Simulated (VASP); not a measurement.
The system is As.

```
As
1.0
     1.88080    1.08588    3.51406
    -1.88080    1.08588    3.51406
     0.00000   -2.17176    3.51406
As
2
Direct
  0.77400 0.77400 0.77400
  0.22600 0.22600 0.22600
```

```yaml
Program: VASP 6.6.1
Task: relaxation of cell and atoms
Functional: LDA
Potentials_or_basis: VASP PAW LDA potentials, release 64 (As)
Cutoff: 600 eV
k_mesh: 12 × 12 × 12
Occupations: methfessel-paxton, width 0.1 eV
Spin: no spin polarisation
```

At the start: pressure -0.9 GPa; volume 21.53 Å³/atom.

Question: How do energy, volume and symmetry change on relaxing?

Answer: Over 12 steps the energy falls by 14.9 meV/atom and the volume is 20.42 Å³/atom (-5.2 %); space group R-3m (No. 166, to 0.05 Å).

Step by step:
| step | energy change (eV) | largest force (eV/Å) | pressure (GPa) | volume (Å³) |
| --- | --- | --- | --- | --- |
| 1 | 0.0000 | 0.3350 | -0.88 | 43.06 |
| 2 | -0.0126 | 0.1889 | -0.46 | 42.33 |
| 3 | -0.0198 | 0.0275 | 0.38 | 41.19 |
| 4 | -0.0271 | 0.0890 | -0.18 | 41.07 |
| 5 | -0.0287 | 0.1174 | -0.51 | 40.99 |
| 6 | -0.0282 | 0.0854 | 0.87 | 40.39 |
| 7 | -0.0296 | 0.0268 | 0.09 | 40.72 |
| 8 | -0.0297 | 0.0117 | -0.02 | 40.81 |
| 9 | -0.0297 | 0.0093 | -0.04 | 40.82 |
| 10 | -0.0297 | 0.0073 | 0.05 | 40.81 |
| 11 | -0.0297 | 0.0040 | 0.04 | 40.81 |
| 12 | -0.0297 | 0.0012 | 0.00 | 40.84 |

Final structure:
```yaml
crystal:
  lattice:
    - [1.88400, 1.08773, 3.32157]
    - [-1.88400, 1.08773, 3.32157]
    - [0.00000, -2.17545, 3.32157]
  atoms:
    - { symbol: As, position: [0.76909, 0.76909, 0.76909] }
    - { symbol: As, position: [0.23091, 0.23091, 0.23091] }
```
